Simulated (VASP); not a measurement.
Crystal: CaC.

```
Ca C
1.0
     3.11987    0.00000    0.00000
     0.00000    3.11987    0.00000
     0.00000    0.00000    3.11987
Ca C
1 1
Direct
  0.00000 0.00000 0.00000
  0.50000 0.50000 0.50000
```

The cell was built by a generator and needn't be a form met in nature.

| Item | Value |
| --- | --- |
| Program | VASP 6.6.1 |
| Task | single point |
| Functional | PBE |
| Potentials or basis | VASP PAW PBE potentials, release 64 (Ca_sv, C) |
| Cutoff | 520 eV |
| k mesh | 9 × 9 × 9 |
| Occupations | fermi-dirac, width 0.05 eV |
| Spin | no spin polarisation |

On this cell: pressure 0.7 GPa; largest force zero by symmetry; band gap on the k mesh none (metal or under the smearing width).

The same run follows on a disturbed copy (atoms moved at random, drawn with an rms of 0.05 Å):

```
CELL_PARAMETERS angstrom
3.11987 0.00000 0.00000
0.00000 3.11987 0.00000
0.00000 0.00000 3.11987
ATOMIC_POSITIONS crystal
Ca 0.00309 0.99875 0.00008
C 0.49911 0.50216 0.49973
```

Q: What does the disturbed cell give?

A: The energy (extrapolated to zero smearing) moves by +0.2 meV/atom; pressure 0.7 GPa; largest force 0.053 eV/Å; band gap on the k mesh none (metal or under the smearing width).

Forces in eV/Å, atoms in the order of the input:
```
Ca  -0.040  0.035 -0.004
C    0.040 -0.035  0.004
```
